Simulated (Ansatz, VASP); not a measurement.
## Two plane-wave programs on SiBr

INCAR

```
SYSTEM = SiBr
ALGO = Normal ; EDIFF = 1E-7
ENCUT = 520 ; GGA = PE
ISIF = 2 ; ISMEAR = 0
LASPH = .TRUE. ; LCHARG = .FALSE.
LREAL = .FALSE. ; LWAVE = .FALSE.
NBANDS = 19 ; NELM = 60
PREC = Accurate ; SIGMA = 0.1
```

KPOINTS

```
k-points
0
G
  6 6 4
  0 0 0
```

Contents of POSCAR:

```
SiBr
1.0
    3.8464658000      0.0000000000      0.0000000000
   -1.9232329000      3.3311371000      0.0000000000
    0.0000000000      0.0000000000      6.3286433500
Si Br
2 2
Direct
    0.3333333300      0.6666666700      0.3731349300
    0.6666666700      0.3333333300      0.8731349300
    0.3333333300      0.6666666700      0.0000000000
    0.6666666700      0.3333333300      0.5000000000
```

Input for Ansatz:

```yaml
crystal:
  lattice:
    - [3.8464658, 0.0, 0.0]
    - [-1.9232329, 3.3311371, 0.0]
    - [0.0, 0.0, 6.32864335]
  atoms:
    - { symbol: Si, position: [0.33333333, 0.66666667, 0.37313493] }
    - { symbol: Si, position: [0.66666667, 0.33333333, 0.87313493] }
    - { symbol: Br, position: [0.33333333, 0.66666667, 0.0] }
    - { symbol: Br, position: [0.66666667, 0.33333333, 0.5] }
basis:
  ecutwfc: 420
kpoints:
  mp_grid: { grid: [6, 6, 4] }
hamiltonian:
  xc: pbe
scf:
  occupations: { method: gaussian, width: 0.1 }
  lower_state_search: "off"
output:
  forces: true
  stress: true
  eigenvalues: true
```

Alike in both runs: task single point; functional PBE; k mesh 6 × 6 × 4; occupations gaussian, width 0.1 eV; no spin polarisation.

|  | VASP | Ansatz |
| --- | --- | --- |
| version | VASP 6.6.1 | Ansatz 0.2.0 |
| potentials or method | VASP PAW PBE potentials, release 64 (Si, Br) | scalar-relativistic, plane waves, PAW |
| plane-wave cutoff (eV) | 520 | 420 |
| valence electrons in the cell | 22 | 22 |

|  | VASP | Ansatz | Ansatz less VASP |
| --- | --- | --- | --- |
| gap on the k mesh at the Fermi level (eV) | none | none | - |
| rms of the force components (eV/Å) | 0.086 | 0.086 | 0.0000 |

Atom by atom the forces differ by 0.000 eV/Å (rms over components). A gap of «none» marks a metal or a gap that the smearing closes.
